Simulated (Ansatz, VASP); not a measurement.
SnGe2Se3 in VASP and in Ansatz

```
CELL_PARAMETERS angstrom
4.14810 0.00000 0.00000
-2.07405 3.59236 0.00000
0.00000 0.00000 10.16072
ATOMIC_POSITIONS crystal
Sn 0.00000 0.00000 0.50000
Ge 0.66667 0.33333 0.83333
Ge 0.33333 0.66667 0.16667
Se 0.33333 0.66667 0.66667
Se 0.66667 0.33333 0.33333
Se 0.00000 0.00000 0.00000
```

Alike in both runs: task single point; functional PBE; k mesh 6 × 6 × 2; occupations gaussian, width 0.1 eV; no spin polarisation.

```csv
,VASP,Ansatz
version,VASP 6.6.1,Ansatz 0.2.0
potentials or method,"VASP PAW PBE potentials, release 64 (Sn_d, Ge_d, Se)","scalar-relativistic, plane waves, PAW"
plane-wave cutoff (eV),520,420
valence electrons in the cell,60,90
```

```tsv
	VASP	Ansatz	Ansatz less VASP
gap on the k mesh at the Fermi level (eV)	0.15	0.15	-0.001
least direct gap on the mesh (eV)	0.15	0.15	-0.001
pressure (GPa)	-1.6	-1.6	-0.02
rms of the force components (eV/Å)	0.229	0.229	0.0000
```

Atom by atom the forces differ by 0.000 eV/Å (rms over components). The two sets of potentials don't hold the same shells in valence.

Caveats: spin-orbit coupling is left out, which moves the levels of the heavy elements.
